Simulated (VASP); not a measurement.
Here is the system:

```xyz
4
Lattice="1.2491 -2.1367 0.0000 1.2491 2.1367 0.0000 0.0000 0.0000 6.8797" Properties=species:S:1:pos:R:3 pbc="T T T"
C      0.0000     0.0000     1.7199
C      0.0000     0.0000     5.1598
C      1.2491     0.7122     1.7199
C      1.3248    -0.7122     5.1598
```

Calculation: PBE GGA, VASP's PBE PAW potentials (set 64) (plane waves; VASP 6.6.1). Run with 520 eV cut-off, 15×15×5 Γ-centred mesh, first-order Methfessel-Paxton smearing of 0.10 eV, potentials C.

**Question.** Give the force on each atom (eV/Å).

**Answer.** 
```
atom      Fx      Fy     Fz
----  ------  ------  -----
C1     0.009   0.072  0.000
C2     3.806   0.215  0.000
C3    -0.005  -0.073  0.000
C4    -3.810  -0.214  0.000
```

**Question.** Give the stress tensor in GPa (positive for a compressed cell).

**Answer.** 
```
-10.24    3.15    0.00
  3.15   -0.71    0.00
  0.00    0.00    2.60
```
The pressure is its mean diagonal, -2.78 GPa.

The compound is C in the graphite structure. The cell was not relaxed at this level. The run is one of a series of settings (KPOINTS 15×15×5 Γ-centred mesh against the base run), some of them coarse on purpose.
